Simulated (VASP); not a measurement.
An input for Quantum ESPRESSO's pw.x (written as the equivalent of a VASP run, and not itself run):

```
&CONTROL
  calculation = 'vc-relax'
  pseudo_dir = './pseudo'
  outdir = './out'
  tprnfor = .true.
  tstress = .true.
  nstep = 60
  forc_conv_thr = 0.00039
/
&SYSTEM
  ibrav = 0
  nat = 2
  ntyp = 2
  ecutwfc = 74
  occupations = 'smearing'
  smearing = 'gaussian'
  degauss = 0.003675
  input_dft = 'vdw-df-obk8'
/
&ELECTRONS
  conv_thr = 7.3e-08
  electron_maxstep = 100
/
&IONS
/
&CELL
/
ATOMIC_SPECIES
  Li 6.940 Li.upf
  Br 79.904 Br.upf
CELL_PARAMETERS angstrom
     0.0000000    2.7500000    2.7500000
     2.7500000    0.0000000    2.7500000
     2.7500000    2.7500000    0.0000000
ATOMIC_POSITIONS crystal
  Li   0.0000000  0.0000000  0.0000000
  Br   0.5000000  0.5000000  0.5000000
K_POINTS automatic
  8 8 8 0 0 0
```

Question: Write the VASP files for the same calculation (optB88-vdW).

Answer: This is not unique; one that fits is 
INCAR:
```
ENCUT=520
NSW=60   ! most ionic steps
LREAL=.False.   ! projection in real space or not
SYSTEM=LiBr
IBRION=2   ! conjugate gradients
EDIFF=1E-6   ! SCF stop (eV)
ISMEAR=0
PARAM2=0.22
PARAM1=0.1833333333
SIGMA=0.05
LUSE_VDW=.True.
LWAVE=.False.
NELM=100
LASPH=.True.   ! aspherical one-centre terms
ISIF=3
EDIFFG=-0.01   ! ionic stop
ALGO=Normal   ! blocked Davidson
LMAXMIX=4
AGGAC=0.0
LCHARG=.False.
PREC=Accurate
GGA=BO
```

**KPOINTS**
```
Automatic mesh
0
Gamma
8 8 8
0 0 0
```

POSCAR:
```
LiBr
1
    0.0000000000     2.7500000000     2.7500000000
    2.7500000000     0.0000000000     2.7500000000
    2.7500000000     2.7500000000     0.0000000000
Li Br
1 1
Direct
  0.0000000000   0.0000000000   0.0000000000
  0.5000000000   0.5000000000   0.5000000000
```

POTCAR, in this order: Li_sv Br (PBE.64 set). Program: vasp_std.

What does not carry over: the potentials are each code's own (VASP's PAW set, PseudoDojo norm-conserving files in pw.x), so ENCUT and ecutwfc are chosen apart and not converted; conv_thr bounds pw.x's estimated SCF error, while EDIFF bounds the energy change between steps; forc_conv_thr acts on force components and is met together with etot_conv_thr.

The compound is LiBr in the rock salt structure. This run relaxes it. Symmetry was kept, so distortions that lower it aren't found.
